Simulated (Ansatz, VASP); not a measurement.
**Ba2C: VASP beside Ansatz**

Contents of INCAR:

```
PREC = Accurate ; ENCUT = 520
EDIFF = 1E-7 ; ISMEAR = -1
SIGMA = 0.15 ; LREAL = False
LASPH = True ; NELM = 100
ALGO = Normal ; ISIF = 2
LWAVE = False ; LCHARG = False
GGA = PE ; NBANDS = 19
```

KPOINTS

```
regular mesh
0
Gamma
  10 10 10
```

POSCAR

```
Ba2C
1.0
    0.0000000000      3.5843000000      3.5843000000
    3.5843000000      0.0000000000      3.5843000000
    3.5843000000      3.5843000000      0.0000000000
C Ba
1 2
Direct
    0.0000000000      0.0000000000      0.0000000000
    0.2500000000      0.2500000000      0.2500000000
    0.7500000000      0.7500000000      0.7500000000
```

Input for Ansatz:

```yaml
crystal:
  lattice:
    - [0.0, 3.5843, 3.5843]
    - [3.5843, 0.0, 3.5843]
    - [3.5843, 3.5843, 0.0]
  atoms:
    - { symbol: C, position: [0.0, 0.0, 0.0] }
    - { symbol: Ba, position: [0.25, 0.25, 0.25] }
    - { symbol: Ba, position: [0.75, 0.75, 0.75] }
basis:
  ecutwfc: 420
kpoints:
  mp_grid: { grid: [10, 10, 10] }
hamiltonian:
  xc: pbe
scf:
  occupations: { method: fermi_dirac, width: 0.15 }
output:
  forces: true
  stress: true
  eigenvalues: true
```

Alike in both runs: task single point; functional PBE; k mesh 10 × 10 × 10; occupations fermi-dirac, width 0.15 eV; no spin polarisation.

|  | VASP | Ansatz |
| --- | --- | --- |
| version | VASP 6.6.1 | Ansatz 0.2.0 |
| potentials or method | VASP PAW PBE potentials, release 64 (C, Ba_sv) | scalar-relativistic, plane waves, PAW |
| plane-wave cutoff (eV) | 520 | 420 |
| valence electrons in the cell | 24 | 24 |

```csv
,VASP,Ansatz,Ansatz less VASP
gap on the k mesh at the Fermi level (eV),none,none,-
pressure (GPa),-0.5,-1.5,-0.98
```

A gap of «none» marks a metal or a gap that the smearing closes.

Spin-orbit coupling is left out, which matters for the levels of Ba.
